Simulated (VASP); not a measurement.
Output of a VASP run:

### OUTCAR
```
 ion  position               nearest neighbor table
   1  0.000  0.000  0.000-   2 2.69   3 2.69   4 2.69   5 2.69
   2  0.267  0.267  0.267-   6 2.47   7 2.47   8 2.47   1 2.69
   3  0.733  0.733  0.267-   6 2.47   7 2.47   8 2.47   1 2.69
   4  0.733  0.267  0.733-   6 2.47   7 2.47   8 2.47   1 2.69
   5  0.267  0.733  0.733-   6 2.47   7 2.47   8 2.47   1 2.69
   6  0.500  0.500  0.000-   2 2.47   3 2.47   4 2.47   5 2.47
   7  0.500  0.000  0.500-   2 2.47   3 2.47   4 2.47   5 2.47
   8  0.000  0.500  0.500-   2 2.47   3 2.47   4 2.47   5 2.47
  LATTYP: Found a simple cubic cell.
 ALAT       =     5.8328902272
 Subroutine PRICEL returns:
 Original cell was already a primitive cell.
 Subroutine GETGRP returns: Found 24 space group operations
The static configuration has the point symmetry T_d .
The dynamic configuration has the point symmetry T_d .
 Subroutine INISYM returns: Found 24 space group operations
 Subroutine IBZKPT returns following result:
 Found     10 irreducible k-points:

 Following reciprocal coordinates:
            Coordinates               Weight
  0.000000  0.000000  0.000000      1.000000
  0.200000  0.000000  0.000000      6.000000
  0.400000  0.000000  0.000000      6.000000
  0.200000  0.200000  0.000000     12.000000
  0.400000  0.200000  0.000000     24.000000
  0.400000  0.400000  0.000000     12.000000
  0.200000  0.200000  0.200000      8.000000
  0.400000  0.200000  0.200000     24.000000
  0.400000  0.400000  0.200000     24.000000
  0.400000  0.400000  0.400000      8.000000
   k-points           NKPTS =     10   k-points in BZ     NKDIM =     10   number of bands    NBANDS=     21
   number of dos      NEDOS =    601   number of ions     NIONS =      8
   total plane-waves  NPLWV =  64000
   dimension x,y,z NGX =    40 NGY =   40 NGZ =   40
   dimension x,y,z NGXF=    80 NGYF=   80 NGZF=   80
   ions per type =               1   4   3
   PREC   = accura    normal or accurate (medium, high low for compatibility)
   ISTART =      0    job   : 0-new  1-cont  2-samecut
   ICHARG =      2    charge: 1-file 2-atom 10-const
   ISPIN  =      1    spin polarized calculation?
   LNONCOLLINEAR =      F non collinear calculations
   LSORBIT =      F    spin-orbit coupling
   INIWAV =      1    electr: 0-lowe 1-rand  2-diag
   ENCUT  =  400.0 eV  29.40 Ry    5.42 a.u.   9.51  9.51  9.51*2*pi/ulx,y,z
   NELM   =    100;   NELMIN=  2; NELMDL= -5     # of ELM steps
   EDIFF  = 0.1E-06   stopping-criterion for ELM
   LREAL  =      F    real-space projection
   NLSPLINE    = F    spline interpolate recip. space projectors
   LMAXMIX     =    4 max onsite mixed and CHGCAR
   VOSKOWN=      0    Vosko Wilk Nusair interpolation
   EDIFFG = 0.1E-05   stopping-criterion for IOM
   NSW    =      0    number of steps for IOM
   NBLOCK =      1;   KBLOCK =      1    inner block; outer block
   IBRION =     -1    ionic relax: 0-MD 1-quasi-New 2-CG
   NFREE  =      0    steps in history (QN), initial steepest desc. (CG)
   ISIF   =      2    stress and relaxation
   ISYM   =      2    0-nonsym 1-usesym 2-fastsym
   TEIN   =    0.0    initial temperature
   TEBEG  =    0.0;   TEEND  =   0.0 temperature during run
   SMASS  =  -3.00    Nose mass-parameter (am)
   PSTRESS=    0.0 pullay stress
   NELECT =      32.0000    total number of electrons
   EFERMI =   0.00;   METHOD = LEGACY
   ISMEAR =    -5;   SIGMA  =   0.20  broadening in eV -4-tet -1-fermi 0-gaus
   IALGO  =     38    algorithm
   LDIAG  =      T    sub-space diagonalisation (order eigenvalues)
   IMIX   =      4    mixing-type and parameters
     AMIX     =   0.40;   BMIX     =  1.00
     AMIX_MAG =   1.60;   BMIX_MAG =  1.00
     AMIN     =   0.10
   GGA     = PS    functional components
   VOSKOWN =     0    Vosko Wilk Nusair interpolation
   LHFCALC =     F    Hartree Fock is set to
   LHFONE  =     F    Hartree Fock one center treatment
   AEXX    =    0.0000 exact exchange contribution
   IVDW    =     0    specifies the selected vdW correction
   LEPSILON=     F    determine dielectric tensor
   LRPA    =     F    only Hartree local field effects (RPA)
...
```

OSZICAR:
```
       N       E                     dE             d eps       ncg     rms          rms(c)
DAV:   1     0.116391023153E+03    0.11639E+03   -0.10266E+04   420   0.994E+02
DAV:   2    -0.217821237746E+02   -0.13817E+03   -0.13302E+03   581   0.163E+02
DAV:   3    -0.312152252650E+02   -0.94331E+01   -0.93860E+01   544   0.495E+01
DAV:   4    -0.314399984783E+02   -0.22477E+00   -0.22429E+00   555   0.888E+00
DAV:   5    -0.314467804012E+02   -0.67819E-02   -0.67801E-02   545   0.155E+00    0.717E+00
DAV:   6    -0.311176112655E+02    0.32917E+00   -0.30870E-01   510   0.230E+00    0.452E+00
DAV:   7    -0.310033217298E+02    0.11429E+00   -0.42030E-01   510   0.275E+00    0.747E-01
DAV:   8    -0.310036019627E+02   -0.28023E-03   -0.20267E-02   480   0.763E-01    0.246E-01
DAV:   9    -0.310038746418E+02   -0.27268E-03   -0.14798E-03   523   0.214E-01    0.709E-02
DAV:  10    -0.310039837312E+02   -0.10909E-03   -0.11681E-04   499   0.616E-02    0.357E-02
DAV:  11    -0.310040092299E+02   -0.25499E-04   -0.33284E-05   515   0.306E-02    0.407E-03
DAV:  12    -0.310040109224E+02   -0.16925E-05   -0.31446E-06   500   0.104E-02    0.557E-03
DAV:  13    -0.310040112657E+02   -0.34333E-06   -0.84296E-07   510   0.494E-03    0.116E-03
DAV:  14    -0.310040112690E+02   -0.32903E-08   -0.38452E-08   340   0.108E-03
   1 F= -.31004011E+02 E0= -.31004011E+02  d E =0.000000E+00
```

OUTCAR:
```
------------------------ aborting loop because EDIFF is reached ----------------------------------------
  FORCE on cell =-STRESS in cart. coord.  units (eV):
  Direction    XX          YY          ZZ          XY          YZ          ZX
  --------------------------------------------------------------------------------------
  Total       -0.0473215     -0.0473215     -0.0473215     -0.0000000      0.0000000     -0.0000000
  in kB       -0.3820481     -0.3820481     -0.3820481     -0.0000000      0.0000000     -0.0000000
  external PRESSURE =      -0.3820481 kB  Pullay stress =       0.0000000 kB
  volume of cell :      198.45
      direct lattice vectors                 reciprocal lattice vectors
     5.832890227  0.000000000  0.000000000     0.171441594  0.000000000  0.000000000
     0.000000000  5.832890227  0.000000000     0.000000000  0.171441594  0.000000000
     0.000000000  0.000000000  5.832890227     0.000000000  0.000000000  0.171441594
 POSITION                                       TOTAL-FORCE (eV/Angst)
 -----------------------------------------------------------------------------------
      0.00000      0.00000      0.00000        -0.000000      0.000000     -0.000000
      1.55531      1.55531      1.55531        -0.009497     -0.009497     -0.009497
      4.27758      4.27758      1.55531         0.009497      0.009497     -0.009497
      4.27758      1.55531      4.27758         0.009497     -0.009497      0.009497
      1.55531      4.27758      4.27758        -0.009497      0.009497      0.009497
      2.91645      2.91645      0.00000        -0.000000      0.000000     -0.000000
      2.91645      0.00000      2.91645        -0.000000      0.000000     -0.000000
      0.00000      2.91645      2.91645        -0.000000      0.000000     -0.000000
 -----------------------------------------------------------------------------------
    total drift:                               -0.000000     -0.000000     -0.000000
  FREE ENERGIE OF THE ION-ELECTRON SYSTEM (eV)
  ---------------------------------------------------
  free  energy   TOTEN  =       -31.0040112690 eV

  energy  without entropy=      -31.0040112690  energy(sigma->0) =      -31.00401127

 total charge

# of ion       s       p       d       tot
------------------------------------------
    1        0.191   0.161   0.029   0.382
    2        1.336   2.140   0.026   3.501
    3        1.336   2.140   0.026   3.501
    4        1.336   2.140   0.026   3.501
    5        1.336   2.140   0.026   3.501
    6        0.358   0.525   0.000   0.883
    7        0.358   0.525   0.000   0.883
    8        0.358   0.525   0.000   0.883
--------------------------------------------------
tot          6.610  10.293   0.132  17.035

 Electric field gradients after diagonalization (V/A^2)
 (convention: |V_zz| > |V_xx| > |V_yy|)
----------------------------------------------------------------------
 ion       V_xx      V_yy      V_zz     asymmetry (V_yy - V_xx)/ V_zz
----------------------------------------------------------------------
   1      -0.000    -0.000     0.000       0.029
   2      82.056    82.056  -164.111       0.000
   3      82.056    82.056  -164.111       0.000
   4      82.056    82.056  -164.111       0.000
   5      82.056    82.056  -164.111       0.000
   6       0.612     0.612    -1.223       0.000
   7       0.612     0.612    -1.223       0.000
   8       0.612     0.612    -1.223       0.000
```
(Selected blocks of OUTCAR.)

**POSCAR**
```
Be3MgTe4
1
    5.8328902272     0.0000000000     0.0000000000
    0.0000000000     5.8328902272     0.0000000000
    0.0000000000    -0.0000000000     5.8328902272
Mg Te Be
1 4 3
Direct
  0.0000000000   1.0000000000   1.0000000000
  0.2666445223   0.2666445223   0.2666445223
  0.7333554777   0.7333554777   0.2666445223
  0.7333554777   0.2666445223   0.7333554777
  0.2666445223   0.7333554777   0.7333554777
  0.5000000000   0.5000000000   1.0000000000
  0.5000000000   0.0000000000   0.5000000000
  0.0000000000   0.5000000000   0.5000000000
```

Task: Reconstruct the remaining input files.

Result: This is not unique; one that fits is the input of the run itself, PBEsol GGA, plane waves, VASP's PBE PAW potentials (set 64).

### INCAR
```
LWAVE  =  .FALSE.
LREAL  =  .FALSE.   # projection in real space or not
ISMEAR  =  -5   # tetrahedra, Bloechl
PREC  =  Accurate
ALGO  =  Normal   # blocked Davidson
LMAXMIX  =  4
NEDOS  =  601
LEFG  =  .TRUE.
ENCUT  =  400   # plane-wave cut-off (eV)
ISIF  =  2   # forces and stress, cell fixed
SYSTEM  =  Be3MgTe4
NELM  =  100
LASPH  =  .TRUE.
LCHARG  =  .TRUE.
GGA  =  PS   # PBEsol
LORBIT  =  11   # lm-projected
EDIFF  =  1E-7
```

### KPOINTS
```
Automatic mesh
0
Gamma
5 5 5
0 0 0
```

POTCAR, in this order: Mg Te Be (PBE.64 set). Program: vasp_std.

The structure was generated: Be3MgTe4 was put into an ordered model structure (P-43m), which need not be its known phase. It was relaxed first.
